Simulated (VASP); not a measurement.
Given:

```yaml
crystal:
  lattice:
    - [2.76070, 1.59389, 4.52924]
    - [-2.76070, 1.59389, 4.52924]
    - [0.00000, -3.18778, 4.52924]
  atoms:
    - { symbol: Bi, position: [0.99353, 0.99353, 0.99353] }
    - { symbol: Bi, position: [0.49353, 0.49353, 0.49353] }
    - { symbol: Fe, position: [0.21728, 0.21728, 0.21728], spin: 3.1 }
    - { symbol: Fe, position: [0.71728, 0.71728, 0.71728], spin: 3.1 }
    - { symbol: O, position: [0.39725, 0.53063, 0.94641], spin: 0.1 }
    - { symbol: O, position: [0.94641, 0.39725, 0.53063], spin: 0.1 }
    - { symbol: O, position: [0.53063, 0.94641, 0.39725], spin: 0.1 }
    - { symbol: O, position: [0.44641, 0.03063, 0.89725], spin: 0.1 }
    - { symbol: O, position: [0.03063, 0.89725, 0.44641], spin: 0.1 }
    - { symbol: O, position: [0.89725, 0.44641, 0.03063], spin: 0.1 }
```

Calculation: PBE GGA with D3 dispersion (Becke-Johnson damping), VASP's PBE PAW potentials (set 64) (plane waves; VASP). Run with 520 eV cut-off, 8×8×8 Γ-centred mesh, tetrahedra with Blöchl corrections, potentials Bi_d Fe O.

The cores are frozen, which limits the accuracy of field gradients. The moments were started parallel, and other spin orders were not tried in this run.

### Question
Give the principal components of the electric field gradient (V/Å²) and the asymmetry η at each nucleus.

### Answer

```
atom    Vxx   Vyy    Vzz     η
----  -----  ----  -----  ----
Bi1    34.0  34.0  -68.0  0.00
Bi2    34.0  34.0  -68.0  0.00
Fe3     4.2   4.2   -8.5  0.00
Fe4     4.2   4.2   -8.5  0.00
O5    -36.1  -3.4   39.5  0.83
O6    -36.1  -3.4   39.5  0.83
O7    -36.1  -3.4   39.5  0.83
O8    -36.1  -3.4   39.5  0.83
O9    -36.1  -3.4   39.5  0.83
O10   -36.1  -3.4   39.5  0.83
```

The structure comes from a measured FeBiO3 entry (R3c) of the Crystallography Open Database, whose conditions weren't checked. It was relaxed first.
